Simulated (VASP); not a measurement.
# AlSiB (P4/mmm) in VASP: notebook, part 2 of 2

VASP 6.6.1.

## 3. Relaxation of cell and atoms, PBE (random cell by space group and Wyckoff sites (P4/mmm, No. 123))

File INCAR:

```
  PREC = Accurate
  ENCUT = 600
  EDIFF = 1E-6
  ISMEAR = 0
  SIGMA = 0.1
  LREAL = False
  LASPH = True
  NELM = 100
  ALGO = Fast
  ISIF = 3
  LWAVE = False
  LCHARG = False
  GGA = PE
  IBRION = 2
  NSW = 100
  EDIFFG = -0.01
```

File KPOINTS:

```
regular mesh
0
Gamma
  16 16 10
```

File POSCAR:

```
AlSiB
1.0
    2.9895534206      0.0000000000      0.0000000000
    0.0000000000      2.9895534206      0.0000000000
    0.0000000000      0.0000000000      5.0875083319
Al Si B
1 1 1
Direct
    0.0000000000      0.0000000000      0.0000000000
    0.0000000000      0.0000000000      0.5000000000
    0.5000000000      0.5000000000      0.5000000000
```

Potentials or basis: VASP PAW PBE potentials, release 64 (Al, Si, B).

Launch:

```
> cat potpaw_PBE.64/Al/POTCAR potpaw_PBE.64/Si/POTCAR potpaw_PBE.64/B/POTCAR > POTCAR
> mpirun -np 1 vasp_std > vasp.out
```

OUTCAR:

```text
PREC = Accurate
   ENCUT = 600
   EDIFF = 1E-6
   ISMEAR = 0
   LREAL = False
   LASPH = True
   NELM = 100
   ISIF = 3
   GGA = PE
   IBRION = 2
   NSW = 100
   EDIFFG = -0.01

 ion  position               nearest neighbor table
   1  0.000  0.000  0.000-   2 2.54   2 2.54
   2  0.000  0.000  0.500-   3 2.11   3 2.11   3 2.11   3 2.11   1 2.54   1 2.54
   3  0.500  0.500  0.500-   2 2.11   2 2.11   2 2.11   2 2.11

  LATTYP: Found a simple tetragonal cell.
 ALAT       =     2.9895534206
 C/A-ratio  =     1.7017619745

  Lattice vectors:

 A1 = (   2.9895534206,   0.0000000000,   0.0000000000)
 A2 = (   0.0000000000,   2.9895534206,   0.0000000000)
 A3 = (   0.0000000000,   0.0000000000,   5.0875083319)

Analysis of symmetry for initial positions (statically):
=====================================================================
 Subroutine PRICEL returns:
 Original cell was already a primitive cell.

 Routine SETGRP: Setting up the symmetry group for a
 simple tetragonal supercell.

 Subroutine GETGRP returns: Found 16 space group operations
 (whereof 16 operations were pure point group operations)
 out of a pool of 16 trial point group operations.

The static configuration has the point symmetry D_4h.

Analysis of symmetry for dynamics (positions and initial velocities):
=====================================================================
 Subroutine PRICEL returns:
 Original cell was already a primitive cell.

 Routine SETGRP: Setting up the symmetry group for a
 simple tetragonal supercell.

 Subroutine GETGRP returns: Found 16 space group operations
 (whereof 16 operations were pure point group operations)
 out of a pool of 16 trial point group operations.

The dynamic configuration has the point symmetry D_4h.

 Subroutine INISYM returns: Found 16 space group operations
 (whereof 16 operations are pure point group operations),
 and found     1 'primitive' translations

----------------------------------------------------------------------------------------

[... 136 lines left out ...]

 number of electron      10.0000000 magnetization

 Free energy of the ion-electron system (eV)
  ---------------------------------------------------
  ext. energy  EPLUGINS =         0.00000000
  ---------------------------------------------------
  free energy    TOTEN  =       -13.43411722 eV

  energy without entropy =      -13.42762500  energy(sigma->0) =      -13.43087111

------------------------ aborting loop because EDIFF is reached ----------------------------------------

  FORCE on cell =-STRESS in cart. coord.  units (eV):
  Direction    XX          YY          ZZ          XY          YZ          ZX
  --------------------------------------------------------------------------------------
  -------------------------------------------------------------------------------------
  Total       -0.0624510     -0.0624510      0.4041388      0.0000000      0.0000000     -0.0000000
  in kB       -2.2005564     -2.2005564     14.2404402      0.0000000      0.0000000     -0.0000000
  external PRESSURE =       3.2797758 kB  Pullay stress =       0.0000000 kB
[... 209 lines left out ...]
--------------------------------------- Ionic step        7  -------------------------------------------

 number of electron      10.0000000 magnetization

 Free energy of the ion-electron system (eV)
  ---------------------------------------------------
  ext. energy  EPLUGINS =         0.00000000
  ---------------------------------------------------
  free energy    TOTEN  =       -13.43625641 eV

  energy without entropy =      -13.42899102  energy(sigma->0) =      -13.43262372

 E-fermi :   6.1894     XC(G=0): -10.0704

 val. band max:        6.1711696033   @ k =   0.5000   0.1250   0.1000
 cond. band min:       6.1931913496   @ k =   0.3125   0.1250   0.3000
 fundamental gap:      0.0220217463
 Fermi energy:         6.1893658427

 k-point     1 :       0.0000    0.0000    0.0000
  band No.  band energies     occupation
      1      -6.4721      2.00000
      2       0.4698      2.00000
      3       0.6615      2.00000
      4       5.8657      2.00000
      5       5.8657      2.00000
      6      10.0557      0.00000
      7      11.2791      0.00000
      8      11.7996      0.00000
      9      14.6871      0.00000
[... 265 lines left out ...]
 k-point    24 :       0.5000    0.1250    0.0000
  band No.  band energies     occupation
      1      -2.9081      2.00000
      2      -2.1153      2.00000
      3       4.0731      2.00000
      4       4.0803      2.00000
      5       5.1518      2.00000
      6       5.4105      2.00000
      7       6.9956      0.00000
      8       8.7137      0.00000
      9      14.7961      0.00000

 [... further k-points ...]

------------------------ aborting loop because EDIFF is reached ----------------------------------------

  FORCE on cell =-STRESS in cart. coord.  units (eV):
  Direction    XX          YY          ZZ          XY          YZ          ZX
  --------------------------------------------------------------------------------------
  -------------------------------------------------------------------------------------
  Total        0.0153567      0.0153567      0.0112046      0.0000000      0.0000000     -0.0000000
  in kB        0.5380169      0.5380169      0.3925515      0.0000000      0.0000000     -0.0000000
  external PRESSURE =       0.4895284 kB  Pullay stress =       0.0000000 kB
[... 18 lines left out ...]
  FREE ENERGIE OF THE ION-ELECTRON SYSTEM (eV)
  ---------------------------------------------------
  free  energy   TOTEN  =       -13.4362564095 eV

  energy  without entropy=      -13.4289910221  energy(sigma->0) =      -13.43262372

 reached required accuracy - stopping structural energy minimisation
```

Run time: 4.6 min. Hardware: 1 thread of Intel Xeon Platinum 8488C (Sapphire Rapids), shared host; peak memory 0.29 GiB.

What came out:

* Free energy: -13.4363 eV
* Relaxed volume: 15.24 Å³/atom
* Relaxed cell: a = 2.983 Å, b = 2.983 Å, c = 5.140 Å, α = 90.00°, β = 90.00°, γ = 90.00°
* Space group after relaxing (to 0.05 Å): P4/mmm (No. 123)
* Energy gained by relaxing: 0.7 meV/atom
* Ionic steps: 7
* Pressure after relaxing: 0.0 GPa
* Band gap on the k mesh: none (metal or under the smearing width)

Step by step:
| step | energy change (eV) | largest force (eV/Å) | pressure (GPa) | volume (Å³) |
| --- | --- | --- | --- | --- |
| 1 | 0.0000 | 0.0000 | 0.33 | 45.47 |
| 2 | -0.0018 | 0.0000 | 0.06 | 45.67 |
| 3 | -0.0021 | 0.0000 | -0.11 | 45.81 |
| 4 | -0.0021 | 0.0000 | -0.10 | 45.80 |
| 5 | -0.0021 | 0.0000 | -0.08 | 45.79 |
| 6 | -0.0021 | 0.0000 | -0.09 | 45.80 |
| 7 | -0.0021 | 0.0000 | 0.05 | 45.73 |

Final structure:
```
Al Si B
1.0
     2.98269    0.00000    0.00000
     0.00000    2.98269    0.00000
     0.00000    0.00000    5.14037
Al Si B
1 1 1
Direct
  0.00000 0.00000 0.00000
  0.00000 0.00000 0.50000
  0.50000 0.50000 0.50000
```

Levels at points of the mesh, in eV from the Fermi level:
| k point | band 1 | band 2 | band 3 | band 4 | band 5 | band 6 | band 7 | band 8 | band 9 |
| --- | --- | --- | --- | --- | --- | --- | --- | --- | --- |
| (0.00, 0.00, 0.00) | -12.66 | -5.72 | -5.53 | -0.32 | -0.32 | 3.87 | 5.09 | 5.61 | 8.50 |
| (0.50, 0.00, 0.00) | -9.35 | -8.51 | -2.32 | -2.32 | -1.26 | -1.02 | 1.91 | 5.26 | 6.07 |
| (0.50, 0.50, 0.00) | -5.70 | -5.70 | -5.17 | -4.67 | -0.15 | 1.23 | 1.23 | 1.84 | 2.73 |
| (0.00, 0.00, 0.50) | -12.40 | -8.29 | -0.28 | -0.28 | -0.22 | 0.74 | 5.54 | 5.64 | 6.03 |
| (0.50, 0.00, 0.50) | -9.08 | -8.35 | -4.95 | -3.48 | 1.93 | 2.72 | 2.93 | 3.69 | 5.41 |
| (0.50, 0.50, 0.50) | -5.58 | -5.58 | -4.76 | -4.56 | -1.89 | -0.08 | -0.08 | 0.71 | 6.64 |

## 4. Single point, PBE (random cell by space group and Wyckoff sites (P4/mmm, No. 123))

File INCAR:

```
  PREC = Accurate
  ENCUT = 520
  EDIFF = 1E-6
  ISMEAR = 0
  SIGMA = 0.1
  LREAL = F
  LASPH = T
  NELM = 100
  ALGO = Normal
  ISIF = 2
  LWAVE = F
  LCHARG = F
  GGA = PE
  NBANDS = 12
```

File KPOINTS:

```
regular mesh
0
Gamma
  6 6 4
```

POSCAR is that of step 3.

Launch:

```
> cat potpaw_PBE.64/Al/POTCAR potpaw_PBE.64/Si/POTCAR potpaw_PBE.64/B/POTCAR > POTCAR
> mpirun -np 1 vasp_std > vasp.out
```

Run time: 13 s. Hardware: 1 thread of Intel Xeon Platinum 8488C (Sapphire Rapids), shared host; peak memory 0.16 GiB.

It converged, with:

```yaml
Free_energy: -13.3885 eV
Pressure: 0.0 GPa
Band_gap_on_the_k_mesh: none (metal or under the smearing width)
```

Levels at points of the mesh, in eV from the Fermi level:
| k point | band 3 | band 4 | band 5 | band 6 | band 7 | band 8 |
| --- | --- | --- | --- | --- | --- | --- |
| (0.00, 0.00, 0.00) | -5.56 | -0.43 | -0.43 | 3.71 | 4.98 | 5.59 |
| (0.50, 0.00, 0.00) | -2.39 | -2.25 | -1.17 | -1.05 | 1.81 | 5.10 |
| (0.50, 0.50, 0.00) | -5.32 | -4.76 | -0.27 | 1.30 | 1.30 | 1.78 |
| (0.00, 0.00, 0.50) | -0.38 | -0.38 | -0.06 | 0.80 | 5.45 | 5.58 |
| (0.50, 0.00, 0.50) | -5.02 | -3.51 | 1.84 | 2.73 | 3.05 | 3.81 |
| (0.50, 0.50, 0.50) | -4.90 | -4.64 | -2.01 | -0.11 | -0.11 | 0.64 |

## 5. Relaxation of cell and atoms, PBE (random cell by space group and Wyckoff sites (P4/mmm, No. 123))

File INCAR:

```
SYSTEM = AlSiB
  ALGO = Normal
  EDIFF = 1E-6
  EDIFFG = -0.04
  ENCUT = 600
  GGA = PE
  IBRION = 2
  ISIF = 3
  ISMEAR = 0
  LASPH = .TRUE.
  LCHARG = .FALSE.
  LREAL = .FALSE.
  LWAVE = .FALSE.
  NELM = 60
  NSW = 90
  PREC = Accurate
  SIGMA = 0.1
```

File KPOINTS:

```
k-points
0
G
  6 6 4
  0 0 0
```

File POSCAR:

```
AlSiB
1.0
    2.8321023700      0.0000000000      0.0000000000
    0.0000000000      2.8321023700      0.0000000000
    0.0000000000      0.0000000000      4.5867624200
Al Si B
1 1 1
Direct
    0.0000000000      0.0000000000      0.0000000000
    0.0000000000      0.0000000000      0.5000000000
    0.5000000000      0.5000000000      0.5000000000
```

Launch:

```
> cat potpaw_PBE.64/Al/POTCAR potpaw_PBE.64/Si/POTCAR potpaw_PBE.64/B/POTCAR > POTCAR
> mpirun -np 1 vasp_std > vasp.out
```

Run time: 24 s. Hardware: 1 thread of Intel Xeon Platinum 8488C (Sapphire Rapids), shared host; peak memory 0.16 GiB.

Results (log left out):

* Free energy: -13.3878 eV
* Relaxed volume: 15.13 Å³/atom
* Relaxed cell: a = 2.990 Å, b = 2.990 Å, c = 5.079 Å, α = 90.00°, β = 90.00°, γ = 90.00°
* Space group after relaxing (to 0.05 Å): P4/mmm (No. 123)
* Energy gained by relaxing: 234.5 meV/atom
* Ionic steps: 5
* Pressure after relaxing: 0.1 GPa
* Band gap on the k mesh: none (metal or under the smearing width)

Stress tensor (GPa, compression positive):
```
-0.02  0.00  0.00
 0.00 -0.02  0.00
 0.00  0.00  0.24
```

Step by step:
| step | energy change (eV) | largest force (eV/Å) | pressure (GPa) | volume (Å³) |
| --- | --- | --- | --- | --- |
| 1 | 0.0000 | 0.0000 | 29.70 | 36.79 |
| 2 | -0.5884 | 0.0000 | -7.25 | 50.21 |
| 3 | -0.7018 | 0.0000 | -0.05 | 45.34 |
| 4 | -0.7018 | 0.0000 | -0.38 | 45.52 |
| 5 | -0.7034 | 0.0000 | 0.07 | 45.40 |

Final structure:
```cif
data_structure
_symmetry_space_group_name_H-M 'P 1'
_symmetry_Int_Tables_number 1
_cell_length_a 2.9896
_cell_length_b 2.9896
_cell_length_c 5.0790
_cell_angle_alpha 90.000
_cell_angle_beta 90.000
_cell_angle_gamma 90.000
_cell_volume 45.40
loop_
_atom_site_label
_atom_site_type_symbol
_atom_site_fract_x
_atom_site_fract_y
_atom_site_fract_z
_atom_site_occupancy
Al1 Al 0.00000 0.00000 0.00000 1
Si1 Si 0.00000 0.00000 0.50000 1
B1 B 0.50000 0.50000 0.50000 1
```

Levels at points of the mesh, in eV from the Fermi level:
| k point | band 2 | band 3 | band 4 | band 5 | band 6 | band 7 | band 8 | band 9 |
| --- | --- | --- | --- | --- | --- | --- | --- | --- |
| (0.00, 0.00, 0.00) | -5.61 | -5.57 | -0.43 | -0.43 | 3.71 | 4.98 | 5.60 | 8.49 |
| (0.50, 0.00, 0.00) | -8.58 | -2.40 | -2.24 | -1.16 | -1.05 | 1.81 | 5.10 | 5.96 |
| (0.50, 0.50, 0.00) | -5.78 | -5.33 | -4.76 | -0.28 | 1.30 | 1.30 | 2.81 | 4.15 |
| (0.00, 0.00, 0.50) | -8.33 | -0.38 | -0.38 | -0.03 | 0.81 | 5.44 | 5.59 | 5.87 |
| (0.50, 0.00, 0.50) | -8.41 | -5.02 | -3.52 | 1.84 | 2.74 | 3.07 | 3.84 | 5.26 |
| (0.50, 0.50, 0.50) | -5.65 | -4.91 | -4.64 | -2.02 | -0.11 | -0.11 | 0.63 | 6.80 |

Caveat: the k mesh is coarse (spacing up to 0.37 Å⁻¹), so the values aren't converged; the volume moved by over 15 % at a fixed basis, so the end points are rough.

## 6. Single point, PBE (random cell by space group and Wyckoff sites (P4/mmm, No. 123))

File INCAR:

```
PREC     = Accurate       # precision mode
ENCUT    = 520            # plane-wave cutoff, eV
EDIFF    = 1E-7           # SCF threshold, eV
ISMEAR   = 0              # smearing method
SIGMA    = 0.1            # smearing width, eV
LREAL    = False          # projectors in reciprocal space
LASPH    = True           # aspherical terms in the spheres
NELM     = 100            # most SCF steps
ALGO     = Fast           # electronic algorithm
ISIF     = 2              # what is computed and relaxed
LWAVE    = False          # write WAVECAR
LCHARG   = False          # write CHGCAR
GGA      = PE             # functional
NBANDS   = 12             # bands
```

File KPOINTS:

```
regular mesh
0
Gamma
  6 6 4
```

POSCAR is that of step 5.

Potentials or basis: VASP PAW PBE potentials, release 64 (Al, Si, B).

Launch:

```
> cat potpaw_PBE.64/Al/POTCAR potpaw_PBE.64/Si/POTCAR potpaw_PBE.64/B/POTCAR > POTCAR
> mpirun -np 1 vasp_std > vasp.out
```

It took 12 s on 1 thread of Intel Xeon Platinum 8488C (Sapphire Rapids), shared host; peak memory 0.15 GiB.

It converged, with:

- Free energy: -12.6833 eV
- Pressure: 29.7 GPa
- Band gap on the k mesh: none (metal or under the smearing width)

Stress tensor (GPa, compression positive):
```
23.92  0.00  0.00
 0.00 23.92  0.00
 0.00  0.00 41.24
```

Levels at points of the mesh, in eV from the Fermi level:
```
           k point  band 1  band 2  band 3  band 4  band 5  band 6  band 7  band 8  band 9  band 10
(0.00, 0.00, 0.00)  -14.11   -6.51   -5.51   -0.45   -0.45    4.60    4.61    6.67    9.90     9.90
(0.50, 0.00, 0.00)  -10.45   -9.52   -2.85   -1.67   -1.66   -0.99    1.85    5.87    6.66     9.92
(0.50, 0.50, 0.00)   -6.71   -6.71   -5.49   -4.98   -0.34    1.77    1.77    1.78    3.84     3.84
(0.00, 0.00, 0.50)  -13.66   -9.56   -0.37   -0.37    0.95    1.50    5.24    6.41    7.52     7.75
(0.50, 0.00, 0.50)  -10.03   -9.22   -5.66   -4.51    1.91    3.28    4.15    5.27    6.11     8.30
(0.50, 0.50, 0.50)   -6.50   -6.50   -4.86   -4.73   -2.16   -0.50   -0.50    0.06    8.06     9.60
```

Caveat: the k mesh is coarse (spacing up to 0.37 Å⁻¹), so the values aren't converged; a pressure of tens of GPa on the cell as given is suspect, and the run, the potentials or the cell itself is likely at fault.

## 7. Overview

| task | cell | k mesh | cutoff (eV) | mesh quality | gap on the mesh (eV) | pressure (GPa) | relaxed volume (Å³/atom) |
| --- | --- | --- | --- | --- | --- | --- | --- |
| single point | random cell by space group and Wyckoff sites (P4/mmm, No. 123) | 16 × 16 × 10 | 520 | not flagged | none | 0.0 | - |
| relaxation of cell and atoms | relaxed from: random cell by space group and Wyckoff sites (P4/mmm, No. 123) | 16 × 16 × 10 | 600 | not flagged | none | 0.0 | 15.24 |
| single point | random cell by space group and Wyckoff sites (P4/mmm, No. 123) | 6 × 6 × 4 | 520 | not flagged | none | 0.0 | - |
| relaxation of cell and atoms | relaxed from: random cell by space group and Wyckoff sites (P4/mmm, No. 123) | 6 × 6 × 4 | 600 | coarse | none | 0.1 | 15.13 |
| single point | random cell by space group and Wyckoff sites (P4/mmm, No. 123) | 6 × 6 × 4 | 520 | coarse | none | 29.7 | - |

Alike in all rows: level PBE; potentials or basis VASP PAW PBE potentials, release 64 (Al, Si, B); no spin polarisation; smearing gaussian 0.1 eV.

Caveats: some runs use coarse meshes; the volume moved by over 15 % at a fixed basis, so the end points are rough (some runs); a pressure of tens of GPa on the cell as given is suspect, and the run, the potentials or the cell itself is likely at fault (some runs).

Absolute energies hang on the potentials; compare differences alone.
